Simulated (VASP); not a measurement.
A convergence study with VASP on Ti2Ag (space group I4/mmm): one setting is varied, all else stays as given below, so the limit is that of these other settings.

```yaml
crystal:
  lattice:
    - [-1.50315, 1.50315, 6.03434]
    - [1.50315, -1.50315, 6.03434]
    - [1.50315, 1.50315, -6.03434]
  atoms:
    - { symbol: Ti, position: [0.32849, 0.32849, 0.00000] }
    - { symbol: Ti, position: [0.67151, 0.67151, 0.00000] }
    - { symbol: Ag, position: [0.00000, 0.00000, 0.00000] }
```

Level of theory: PBEsol GGA, VASP's PBE PAW potentials (set 64) (plane waves; VASP). The tightest run used: 550 eV cut-off, 17×17×17 Monkhorst-Pack mesh, first-order Methfessel-Paxton smearing of 0.10 eV, potentials Ti_sv Ag.

### Question
The settings run are 1×1×1 mesh; 2×2×2 mesh; 3×3×3 mesh; 4×4×4 mesh; 5×5×5 mesh; 6×6×6 mesh; 7×7×7 mesh; 8×8×8 mesh; 9×9×9 mesh; 10×10×10 mesh; 11×11×11 mesh; 12×12×12 mesh; 13×13×13 mesh; 14×14×14 mesh; 15×15×15 mesh; 16×16×16 mesh; 17×17×17 mesh. From which on does the energy per atom stay within 0.001 eV/atom of the tightest run?

### Answer
From 12×12×12 mesh on: it is off by 0.0000 there and by no more than 0.001 in any finer run, while 11×11×11 mesh is off by 0.0016.
```json
[
 {"setting": "1×1×1 mesh", "E (eV/atom)": "-8.9549", "pressure (GPa)": "-12.24", "largest force (eV/Å)": "1.444", "irreducible k-points": "1", "difference judged (eV/atom)": "2.2637"},
 {"setting": "2×2×2 mesh", "E (eV/atom)": "-6.5225", "pressure (GPa)": "-8.19", "largest force (eV/Å)": "0.352", "irreducible k-points": "3", "difference judged (eV/atom)": "0.1688"},
 {"setting": "3×3×3 mesh", "E (eV/atom)": "-6.7585", "pressure (GPa)": "-10.54", "largest force (eV/Å)": "0.450", "irreducible k-points": "6", "difference judged (eV/atom)": "0.0672"},
 {"setting": "4×4×4 mesh", "E (eV/atom)": "-6.6880", "pressure (GPa)": "-9.40", "largest force (eV/Å)": "0.066", "irreducible k-points": "11", "difference judged (eV/atom)": "0.0032"},
 {"setting": "5×5×5 mesh", "E (eV/atom)": "-6.6757", "pressure (GPa)": "-9.43", "largest force (eV/Å)": "0.280", "irreducible k-points": "18", "difference judged (eV/atom)": "0.0155"},
 {"setting": "6×6×6 mesh", "E (eV/atom)": "-6.6994", "pressure (GPa)": "-9.56", "largest force (eV/Å)": "0.063", "irreducible k-points": "28", "difference judged (eV/atom)": "0.0081"},
 {"setting": "7×7×7 mesh", "E (eV/atom)": "-6.6887", "pressure (GPa)": "-9.61", "largest force (eV/Å)": "0.218", "irreducible k-points": "40", "difference judged (eV/atom)": "0.0026"},
 {"setting": "8×8×8 mesh", "E (eV/atom)": "-6.6913", "pressure (GPa)": "-9.53", "largest force (eV/Å)": "0.145", "irreducible k-points": "56", "difference judged (eV/atom)": "0.0000"},
 {"setting": "9×9×9 mesh", "E (eV/atom)": "-6.6897", "pressure (GPa)": "-9.54", "largest force (eV/Å)": "0.130", "irreducible k-points": "75", "difference judged (eV/atom)": "0.0015"},
 {"setting": "10×10×10 mesh", "E (eV/atom)": "-6.6929", "pressure (GPa)": "-9.57", "largest force (eV/Å)": "0.185", "irreducible k-points": "99", "difference judged (eV/atom)": "0.0016"},
 {"setting": "11×11×11 mesh", "E (eV/atom)": "-6.6897", "pressure (GPa)": "-9.54", "largest force (eV/Å)": "0.148", "irreducible k-points": "126", "difference judged (eV/atom)": "0.0016"},
 {"setting": "12×12×12 mesh", "E (eV/atom)": "-6.6913", "pressure (GPa)": "-9.55", "largest force (eV/Å)": "0.183", "irreducible k-points": "159", "difference judged (eV/atom)": "0.0000"},
 {"setting": "13×13×13 mesh", "E (eV/atom)": "-6.6908", "pressure (GPa)": "-9.52", "largest force (eV/Å)": "0.141", "irreducible k-points": "196", "difference judged (eV/atom)": "0.0005"},
 {"setting": "14×14×14 mesh", "E (eV/atom)": "-6.6917", "pressure (GPa)": "-9.56", "largest force (eV/Å)": "0.174", "irreducible k-points": "240", "difference judged (eV/atom)": "0.0004"},
 {"setting": "15×15×15 mesh", "E (eV/atom)": "-6.6911", "pressure (GPa)": "-9.53", "largest force (eV/Å)": "0.154", "irreducible k-points": "288", "difference judged (eV/atom)": "0.0002"},
 {"setting": "16×16×16 mesh", "E (eV/atom)": "-6.6911", "pressure (GPa)": "-9.55", "largest force (eV/Å)": "0.168", "irreducible k-points": "344", "difference judged (eV/atom)": "0.0001"},
 {"setting": "17×17×17 mesh", "E (eV/atom)": "-6.6913", "pressure (GPa)": "-9.53", "largest force (eV/Å)": "0.156", "irreducible k-points": "405", "difference judged (eV/atom)": "0.0000"}
]
```

VASP warned of too few bands at 1×1×1 mesh.

Left out are rungs that failed or repeat a setting and relaxations that didn't move; long series are thinned to 24 rows.

The structure comes from a computed database's Ti2Ag entry (I4/mmm); how it stands against other phases isn't given here. The cell was not relaxed at this level, forces remain on its atoms. The electron count is odd and the run is not spin-polarised, which forces a metal. VASP warned that the highest band is occupied, so more bands are needed.
